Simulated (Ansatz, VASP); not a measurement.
# Cross-check of PtF2 between VASP and Ansatz

Wanted: the spread between two codes on one cell, functional and k mesh. The cell is generated by rule, not measured, and may not be a known phase. The cell is taken from a series of VASP runs on this material, whose earlier steps may have relaxed, scaled or displaced it; both programs get it as it stands. Valence electrons are named where the data sets of a main pair hold unlike numbers.

Method: plane waves, with VASP 6.6.1 beside it; band structure at PBEsol and band structure at PBEsol, spin-orbit coupling, in Ansatz 0.2.0.

The structure was built from a prototype and need not be the compound's stable phase.

## Step 1: The structure

It takes space group P-3m1 (No. 164, trigonal). Conventional cell: a = 2.942 Å, b = 2.942 Å, c = 5.302 Å, α = 90.00°, β = 90.00°, γ = 120.00°. Nearest to Pt lie 6 F at 2.24 Å. Nearest to F lie 3 Pt at 2.24 Å. Farther neighbours and most contacts between anions are not listed.

Structure file:

```cif
data_structure
_symmetry_space_group_name_H-M 'P-3m1'
_symmetry_Int_Tables_number 164
_cell_length_a 2.9416
_cell_length_b 2.9416
_cell_length_c 5.3018
_cell_angle_alpha 90.000
_cell_angle_beta 90.000
_cell_angle_gamma 120.000
_cell_volume 39.73
loop_
_atom_site_label
_atom_site_type_symbol
_atom_site_symmetry_multiplicity
_atom_site_Wyckoff_symbol
_atom_site_fract_x
_atom_site_fract_y
_atom_site_fract_z
_atom_site_occupancy
Pt1 Pt 1 a 0.00000 0.00000 0.00000 1
F1 F 2 d 0.33333 0.66667 0.27530 1
```

## Step 2: Ansatz: band structure, PBEsol

Ansatz runs on its default PAW (the set named soft_2) files.

A single point gives forces, pressure and levels at one fixed geometry, so differences don't come from the geometry; what else differs is listed under the comparison.

File input.yaml:

```yaml
crystal:
  lattice:
    - [2.941561819, 0.0, 0.0]
    - [-1.470780909, 2.547467262, 0.0]
    - [0.0, 0.0, 5.30178]
  atoms:
    - { symbol: Pt, position: [0.0, 0.0, 0.0] }
    - { symbol: F, position: [0.333333333, 0.666666667, 0.2753036815] }
    - { symbol: F, position: [0.666666667, 0.333333333, 0.7246963185] }
hamiltonian:
  xc: pbesol
  pseudopotentials: { kind: paw }
kpoints:
  mp_grid: { grid: [16, 16, 8] }
  band_path:
    path:
      - [0.0, 0.0, 0.0]
      - [0.15217, 0.0, 0.0]
      - [0.30435, 0.0, 0.0]
      - [0.47826, 0.0, 0.0]
      - [0.46377, 0.07246, 0.0]
      - [0.4058, 0.18841, 0.0]
      - [0.35507, 0.28986, 0.0]
      - [0.28986, 0.28986, 0.0]
      - [0.17391, 0.17391, 0.0]
      - [0.07246, 0.07246, 0.0]
      - [0.0, 0.0, 0.04348]
      - [0.0, 0.0, 0.19565]
      - [0.0, 0.0, 0.34783]
      - [0.0, 0.0, 0.5]
      - [0.15217, 0.0, 0.5]
      - [0.32609, 0.0, 0.5]
      - [0.47826, 0.0, 0.5]
      - [0.45652, 0.08696, 0.5]
      - [0.4058, 0.18841, 0.5]
      - [0.35507, 0.28986, 0.5]
      - [0.27536, 0.27536, 0.5]
      - [0.17391, 0.17391, 0.5]
      - [0.05797, 0.05797, 0.5]
      - [0.5, 0.0, 0.45652]
      - [0.5, 0.0, 0.30435]
      - [0.5, 0.0, 0.13043]
      - [0.33333, 0.33333, 0.0]
      - [0.33333, 0.33333, 0.17391]
      - [0.33333, 0.33333, 0.32609]
      - [0.33333, 0.33333, 0.5]
    npoints: 1
scf:
  occupations: { method: gaussian, width: 0.02 }
  n_extra_bands: 7
output:
  forces: true
  stress: true
  eigenvalues: true
```

Started as:

```bash
$ ansatz run input.yaml --threads 2 --pin off --max-ram 4608MiB --backend cpu --events-out ev --progress --plain --runs-dir out
```

Numbers of over 12 decimals in the logs are rounded to 6 here.

Log:

```text
scf.n_extra_bands = 7 over 16 filled bands (N_el = 32.0): the run solves 23 bands
Engine: ansatz 0.2.0, aarch64-unknown-linux-gnu
Pseudopotentials: kind: paw
Pseudopotential: Pt, paw, valence charge 18, recommended cutoff 420 eV (normal), Pt.paw.azcp
Pseudopotential: F, paw, valence charge 7, recommended cutoff 420 eV (normal), F.paw.azcp
Functional definition: PBEsol
  exchange = pbesol_x
  correlation = pbesol_c
Crystal: 3 atoms, lattice volume = 39.729 Å³
Basis set: ecut = 420 eV, 761 PW (Γ), exchange–correlation on 40×40×72 points (8 copies of the dense FFT grid, shifted against one another)
Bands: 23, of which v1, the nominal top of the filled ones, is band 16 counted from 1 (15 counted from 0)
Symmetry: 12 space group operations
Space group: P-3m1 (ITA 164), of the structure as read, at distance tolerance 3.4e-5 Å
k-points: 213 of 2048
Non-local potential: Pt, projectors of the file, l = 0: 3, l = 1: 2, l = 2: 2, l = 3: 1
Non-local potential: F, projectors of the file, l = 0: 2, l = 1: 2, l = 2: 1
PAW form: soft (Blöchl's): semilocal exchange-correlation on the pseudo side does not see the compensation charge
PAW frozen core: Pt, regenerated for the run's functional, and the local potential with it (the file was generated under x = pbe(κ = 0.804, μ = 0.219515), c = pbe(β = 0.066725))
PAW frozen core: F, regenerated for the run's functional, and the local potential with it (the file was generated under x = pbe(κ = 0.804, μ = 0.219515), c = pbe(β = 0.066725))
PAW one-centre angular grid: Pt, 590 points (default); XC on 64 Gauss nodes
PAW one-centre angular grid: F, 110 points (default); XC on 64 Gauss nodes
Initial density: superposition of atomic densities (neutral atoms: chi_scale 0, normalization atom), corrected by the library's trained network
Initial wavefunctions: pseudopotential atomic-orbital guess
Functional: x = pbesol(κ = 0.804, μ = 0.123457), c = pbesol(β = 0.046)
SCF iter   1: F=—  HF=-13979.550845 eV  |F-HF|=—  |Δ(HF+E_count)|=         —  Δρ=2.47e-2  dr2=1.66e-1  ethr=1.77e-3  ⟨swp⟩=5.5  Hψ=22289  notcnv=0  defer=2
preconditioner: auto → LDOS  [metal: Δε(μ)=0.002 eV  Ē_g=17.034 eV  σ=0.020 eV  W_gap=0.05  n_scr=10 (ndim 8)  ℏωp=28.9 eV  f_vac=0.163  D(μ)=5.99/eV (n_scr^D=98)  β→1.0]
SCF iter   2: F=—  HF=-13979.528278 eV  |F-HF|=—  |Δ(HF+E_count)|=   2.26e-2  Δρ=1.12e-2  dr2=4.82e-2  ethr=5.18e-4  ⟨swp⟩=3.0  Hψ=10160  notcnv=0  defer=460
SCF iter   3: F=—  HF=-13979.524618 eV  |F-HF|=—  |Δ(HF+E_count)|=   3.66e-3  Δρ=9.42e-3  dr2=4.18e-2  ethr=1.51e-4  ⟨swp⟩=2.4  Hψ=7908  notcnv=0  defer=460
SCF iter   4: F=—  HF=-13979.520674 eV  |F-HF|=—  |Δ(HF+E_count)|=   3.94e-3  Δρ=6.32e-3  dr2=1.79e-2  ethr=1.31e-4  ⟨swp⟩=2.0  Hψ=5403  notcnv=0  defer=460
SCF iter   5: F=—  HF=-13979.518408 eV  |F-HF|=—  |Δ(HF+E_count)|=   2.27e-3  Δρ=2.03e-3  dr2=2.02e-3  ethr=5.58e-5  ⟨swp⟩=2.0  Hψ=5410  notcnv=0  defer=460
SCF iter   6: F=—  HF=-13979.518133 eV  |F-HF|=—  |Δ(HF+E_count)|=   2.75e-4  Δρ=4.84e-4  dr2=7.32e-5  ethr=6.32e-6  ⟨swp⟩=2.0  Hψ=6079  notcnv=0  defer=460
SCF iter   7: F=—  HF=-13979.518188 eV  |F-HF|=—  |Δ(HF+E_count)|=   5.58e-5  Δρ=1.35e-4  dr2=6.30e-6  ethr=2.29e-7  ⟨swp⟩=2.4  Hψ=7020  notcnv=0  defer=460
SCF iter   8: F=—  HF=-13979.518188 eV  |F-HF|=—  |Δ(HF+E_count)|=   5.37e-7  Δρ=3.02e-5  dr2=3.68e-7  ethr=1.97e-8  ⟨swp⟩=2.1  Hψ=6525  notcnv=0  defer=460
SCF iter   9: F=-13979.518188 eV  HF=-13979.518188 eV  |F-HF|=8.24e-9  |Δ(HF+E_count)|=   1.62e-8  Δρ=6.21e-6  dr2=9.80e-9  ethr=3.13e-10  ⟨swp⟩=9.5  Hψ=21027  notcnv=0
SCF 1 converged in 9 iterations: F = -13979.518188 eV  dr2 = 9.80e-9
  greatest PAW one-centre occupation: 1.000 electrons in one spin orbital (limit 2), on the Pt atom at site 0 (counted from 0), in its partial waves of l = 0
NSCF: frozen V_eff on 30 k-points
SCF converged after 9 iterations
Free energy (F): -13979.518188 eV
Harris-Foulkes:  -13979.518188 eV  (|F-HF|=8.24e-9)
Internal energy: -13979.516683 eV  (E = F + TS)
E sigma→0 (E₀):  -13979.517435 eV
Entropy (-TS):   -0.001505 eV (-0.502 meV/atom)
Fermi energy:    9.338153 eV
--- Per-component energies (eV) ---
  E_band       = -385.373354
  E_kinetic    = 1044.540555
  E_local      = -3700.110840  (includes V_loc(G=0)·N_el)
  E_nonlocal   = 355.107761
  E_hartree    = 1417.394353
  E_xc         = -412.794565
  E_vxc        = -498.883211  (∫ρ·V_xc dr)
  E_paw        = -9702.880884  (= ΣΔE_a)
  E_vpaw       = -420.821312  (= ΣTr[D̂ρ^β])
  E_aug_tail   = 0.004163  (compensation charges beyond the density's cutoff)
  E_ewald      = -2981.149092
  E_core_change = 0.371866  (= ΣΔE_core)
  E_smearing   = -0.001505  (= −TS)
  E_closure    = -0.000000  (closes the sum)
  Σ components = -13979.518188   (vs F -13979.518188, Δ=0.00e0)
--- Forces (eV/Å), atoms counted from 1 ---
  atom   1  Pt     0.00000000     0.00000000     0.00000000
  atom   2  F     -0.00000000    -0.00000000    -0.02706662
  atom   3  F      0.00000000     0.00000000     0.02706662
  max |Σ_I F_I| component: 2.31e-18 eV/Å
--- Stress (GPa, compression-positive) ---
        5.828480       0.000000      -0.000000
        0.000000       5.828480       0.000000
       -0.000000       0.000000       0.088480
  P = ⅓ Tr σ = 3.9151 GPa (39.151 kbar)
--- Band table (eV; the first three rows and the last of 213) ---
  k-point 0: bands = [... 12 lower, 6.4825, 7.0997, 7.0997, 9.0020, 9.0020, 9.5501, 16.6645, 19.9284, ... 3 higher]
  k-point 1: bands = [... 12 lower, 6.5352, 7.0998, 7.0998, 9.0094, 9.0094, 9.6652, 16.4133, 20.2410, ... 3 higher]
  k-point 2: bands = [... 12 lower, 6.6281, 7.0999, 7.0999, 9.0273, 9.0273, 9.9516, 15.8880, 20.9588, ... 3 higher]
  k-point 212: bands = [... 12 lower, 7.4086, 7.6475, 8.4104, 9.5780, 9.5840, 15.8572, 18.1075, 19.4673, ... 3 higher]
```

Wall time 11 s (2 threads of Arm Neoverse N1, shared host); peak memory 0.4 GiB.

Reading the cycles: dr2 is the Hartree energy of the density residual (eV), the measure of convergence; HF is the Harris–Foulkes estimate of the energy, which meets the free energy F at convergence.

## Step 3: VASP: band structure, PBEsol

The same cell, functional, mesh and smearing now go to VASP, with its own data sets.

Lines of VASP's logs that name or quote its potential files are left out, and so is its time.

File INCAR:

```
SYSTEM = PtF2
PREC = Accurate
ENCUT = 520
EDIFF = 1E-06
NELM = 100
ISMEAR = 0
SIGMA = 0.02
LREAL = .FALSE.
ALGO = Normal
GGA = PS
NBANDS = 25
LASPH = .TRUE.
LORBIT = 11
LWAVE = .FALSE.
LCHARG = .FALSE.
KPAR = 4
ISIF = 2
```

File POSCAR:

```
PtF2
1.0
    2.9415618190      0.0000000000      0.0000000000
   -1.4707809090      2.5474672620      0.0000000000
    0.0000000000      0.0000000000      5.3017800000
Pt F
1 2
Direct
    0.0000000000      0.0000000000      0.0000000000
    0.3333333330      0.6666666670      0.2753036815
    0.6666666670      0.3333333330      0.7246963185
```

File KPOINTS:

```
Automatic mesh
0
Gamma
16 16 8
0 0 0
```

File KPOINTS_OPT:

```
Line mode
24
Line-mode
Reciprocal
  0.00000000   0.00000000   0.00000000 GAMMA
  0.50000000   0.00000000   0.00000000 M

  0.50000000   0.00000000   0.00000000 M
  0.33333333   0.33333333   0.00000000 K

  0.33333333   0.33333333   0.00000000 K
  0.00000000   0.00000000   0.00000000 GAMMA

  0.00000000   0.00000000   0.00000000 GAMMA
  0.00000000   0.00000000   0.50000000 A

  0.00000000   0.00000000   0.50000000 A
  0.50000000   0.00000000   0.50000000 L

  0.50000000   0.00000000   0.50000000 L
  0.33333333   0.33333333   0.50000000 H

  0.33333333   0.33333333   0.50000000 H
  0.00000000   0.00000000   0.50000000 A

  0.50000000   0.00000000   0.50000000 L
  0.50000000   0.00000000   0.00000000 M

  0.33333333   0.33333333   0.00000000 K
  0.33333333   0.33333333   0.50000000 H
```

Potentials, in the order of the species: Pt and F (PBE family, release 64).

Started as:

```bash
$ mpirun -np 4 vasp_std
```

Log:

```text
[banner, memory and clock lines left out]
running    4 mpi-ranks, on    1 nodes
 distrk:  each k-point on    1 cores,    4 groups
 distr:  one band on    1 cores,    1 groups

 POSCAR found type information on POSCAR PtF
 POSCAR found :  2 types and       3 ions
|                                                                             |
|               ----> ADVICE to this user running VASP <----                  |
|                                                                             |
|     You enforced a specific xc type in the INCAR file but a different       |
|     [... a line on the potential file left out ...]
|     I HOPE YOU KNOW WHAT YOU ARE DOING!                                     |
|                                                                             |

 LDA part: xc-table for (Slater+PW92), standard interpolation
 POSCAR, INCAR and KPOINTS ok, starting setup
 FFT: planning ... GRIDC
 FFT: planning ... GRID_SOFT
 FFT: planning ... GRID
 WAVECAR not read
 entering main loop
       N       E                     dE             d eps       ncg     rms          rms(c)
DAV:   1     0.135884171173E+03    0.13588E+03   -0.12965E+04 10810   0.917E+02
DAV:   2    -0.830795997068E+01   -0.14419E+03   -0.13867E+03 12885   0.243E+02
DAV:   3    -0.130606526542E+02   -0.47527E+01   -0.47134E+01 12936   0.407E+01
DAV:   4    -0.130899832299E+02   -0.29331E-01   -0.29327E-01 12897   0.349E+00
DAV:   5    -0.130902741108E+02   -0.29088E-03   -0.29088E-03 13247   0.356E-01    0.168E+01
DAV:   6    -0.118446740676E+02    0.12456E+01   -0.85371E+00 11690   0.228E+01    0.154E+01
DAV:   7    -0.113202157715E+02    0.52446E+00   -0.16148E+00 11650   0.120E+01    0.903E+00
DAV:   8    -0.113061102437E+02    0.14106E-01   -0.31486E-01 12263   0.421E+00    0.920E-01
DAV:   9    -0.112968942983E+02    0.92159E-02   -0.16069E-02 11792   0.966E-01    0.411E-01
DAV:  10    -0.112938782792E+02    0.30160E-02   -0.60609E-03 12218   0.614E-01    0.937E-02
DAV:  11    -0.112938317772E+02    0.46502E-04   -0.22237E-04 12993   0.117E-01    0.313E-02
DAV:  12    -0.112938321755E+02   -0.39829E-06   -0.33103E-05 12314   0.445E-02    0.957E-03
DAV:  13    -0.112938328438E+02   -0.66831E-06   -0.25748E-06 12212   0.107E-02
   1 F= -.11293833E+02 E0= -.11293065E+02  d E =-.153524E-02
 Start KPOINTS_OPT (optional k-point list driver)
k-point batch [1-213\216]
       N       E                     dE             ncg
DAV:   1     0.123649855947E+05   -0.14431E+06    10722
DAV:   2    -0.183317956873E+05   -0.30697E+05    12867
DAV:   3    -0.193192441846E+05   -0.98745E+03    12825
DAV:   4    -0.193264486692E+05   -0.72045E+01    13182
DAV:   5    -0.193265428171E+05   -0.94148E-01    13170
DAV:   6    -0.193265446656E+05   -0.18485E-02    13726
DAV:   7    -0.193265447043E+05   -0.38732E-04    12475
DAV:   8    -0.193265447053E+05   -0.99885E-06    10594
k-point batch [214-216\216]
       N       E                     dE             ncg
DAV:   1     0.159625201839E+06   -0.33703E+04      150
DAV:   2     0.159189576290E+06   -0.43563E+03      187
DAV:   3     0.159176178553E+06   -0.13398E+02      170
DAV:   4     0.159176077101E+06   -0.10145E+00      164
DAV:   5     0.159176075691E+06   -0.14102E-02      169
DAV:   6     0.159176075662E+06   -0.29023E-04      164
DAV:   7     0.159176075661E+06   -0.70911E-06      169
```

Parts of OUTCAR (step 3):

```text
ion  position               nearest neighbor table
   1  0.000  0.000  0.000-   2 2.24   3 2.24   2 2.24   3 2.24   3 2.24   2 2.24
   2  0.333  0.667  0.275-   1 2.24   1 2.24   1 2.24
   3  0.667  0.333  0.725-   1 2.24   1 2.24   1 2.24

  LATTYP: Found a hexagonal cell.
 ALAT       =     2.9415618190
 C/A-ratio  =     1.8023690564

 Subroutine GETGRP returns: Found 12 space group operations
 (whereof 12 operations were pure point group operations)

The static configuration has the point symmetry D_3d.

 Found    213 irreducible k-points:

   k-points           NKPTS =    213   k-points in BZ     NKDIM =    213   number of bands    NBANDS=     25

   dimension x,y,z NGX =    24 NGY =   24 NGZ =   40
   dimension x,y,z NGXF=    48 NGYF=   48 NGZF=   80

   ENCUT  =  520.0 eV  38.22 Ry    6.18 a.u.   5.47  5.47  9.86*2*pi/ulx,y,z

   NELECT =      24.0000    total number of electrons

 k-points in reciprocal lattice and weights: Automatic mesh
   0.00000000  0.00000000  0.00000000       0.000
   0.06250000  0.00000000  0.00000000       0.003
   0.12500000  0.00000000  0.00000000       0.003
   0.18750000  0.00000000  0.00000000       0.003
   0.25000000  0.00000000  0.00000000       0.003
   0.31250000  0.00000000  0.00000000       0.003
   0.37500000  0.00000000  0.00000000       0.003
   0.43750000  0.00000000  0.00000000       0.003
   0.50000000  0.00000000  0.00000000       0.001
[...]
0.37500000  0.25000000  0.50000000       0.003
   0.31250000  0.31250000  0.50000000       0.003

 average (electrostatic) potential at core
       1 -70.1470       2 -76.4943       3 -76.4943

 E-fermi :   3.4237

 k-point     1 :       0.0000    0.0000    0.0000
  band No.  band energies     occupation
    ...
      9       0.5808      2.00000
     10       1.1940      2.00000
     11       1.1940      2.00000
     12       3.0910      2.00000
     13       3.0910      2.00000
     14       3.6311      0.00000
     15      10.7563      0.00000
     16      14.0532      0.00000
     17      21.0587      0.00000
     18      22.3863      0.00000
    ...

 k-point     2 :       0.0625    0.0000    0.0000
  band No.  band energies     occupation
    ...
      9       0.6147      2.00000
     10       1.1759      2.00000
     11       1.2576      2.00000
     12       3.0899      2.00000
     13       3.1138      2.00000
     14       3.8035      0.00000
     15      10.9623      0.00000
     16      14.0757      0.00000
     17      21.1160      0.00000
     18      21.7723      0.00000
    ...

 k-point     3 :       0.1250    0.0000    0.0000
  band No.  band energies     occupation
    ...
      9       0.6547      2.00000
     10       1.1734      2.00000
     11       1.4313      2.00000
     12       3.0898      2.00000
     13       3.1779      2.00000
     14       4.2549      0.00000
     15      11.5360      0.00000
     16      14.1521      0.00000
     17      20.2390      0.00000
     18      21.4662      0.00000
    ...

  Total        1.4218036      1.4218036     -0.0141684      0.0000000      0.0000000     -0.0000000
  in kB       57.3379146     57.3379146     -0.5713784      0.0000000      0.0000000     -0.0000000
  external PRESSURE =      38.0348169 kB  Pullay stress =       0.0000000 kB

  energy-cutoff  :      520.00
  volume of cell :       39.73
      direct lattice vectors                 reciprocal lattice vectors
     2.941561819  0.000000000  0.000000000     0.339955460  0.196273376  0.000000000
    -1.470780909  2.547467262  0.000000000     0.000000000  0.392546752  0.000000000
     0.000000000  0.000000000  5.301780000     0.000000000  0.000000000  0.188615899

 POSITION                                       TOTAL-FORCE (eV/Angst)
 -----------------------------------------------------------------------------------
      0.00000      0.00000      0.00000         0.000000      0.000000     -0.000000
     -0.00000      1.69831      1.45960        -0.000000     -0.000000     -0.002243
      1.47078      0.84916      3.84218        -0.000000      0.000000      0.002243
 -----------------------------------------------------------------------------------
    total drift:                                0.000000     -0.000000     -0.000000

  FREE ENERGIE OF THE ION-ELECTRON SYSTEM (eV)
  ---------------------------------------------------
  free  energy   TOTEN  =       -11.2938328438 eV

  energy  without entropy=      -11.2922976066  energy(sigma->0) =      -11.29306523

 total charge
# of ion       s       p       d       tot
------------------------------------------
    1        0.409   0.383   8.032   8.824
    2        1.751   4.217   0.000   5.968
    3        1.751   4.217   0.000   5.968
--------------------------------------------------
tot          3.911   8.817   8.032  20.760

[... 3 further parts left out ...]
```

The PAW data sets were made with PBE, which is usual practice but a small mismatch for other functionals.

## Step 4: Comparison

Known differences besides the potentials themselves: the data sets hold 32 valence electrons in Ansatz (on its default PAW (the set named soft_2) files) and 24 in VASP; the cutoff is 420 eV in Ansatz and 520 eV in VASP; Ansatz makes its cores anew for this functional, VASP keeps those of its PBE data sets. Total energies have different zeros and are not compared.

Both answers:

```
                                        quantity  Ansatz  VASP  difference
                                  pressure (GPa)    3.92  3.80       +0.11
pressure without Ansatz's Pulay correction (GPa)    3.24  3.80       -0.57
```

At this near-relaxed geometry the largest component of a force difference is 25 meV/Å. Levels from 3 eV below to 2 eV above the Fermi level differ by 7 meV r.m.s. and 15 meV at most; each VASP level is matched to the nearest of Ansatz, which flatters the figure a little. Ansatz's pressure holds a Pulay correction of 0.68 GPa; VASP's holds none.

[end of part 1 of 2]

[Lines on the potential files, build, host, timing and source positions are cut from VASP's logs without a mark.]

[Logs are printed without paths, hosts, clocks, repeated set-up lines and the standing remarks that a program may print on its own settings, such as how far it seeks lower states.]

[Hosts, paths, dates, database ids (printed as entryN), source tags and the programs' standing remarks are cut or masked in the printed files.]
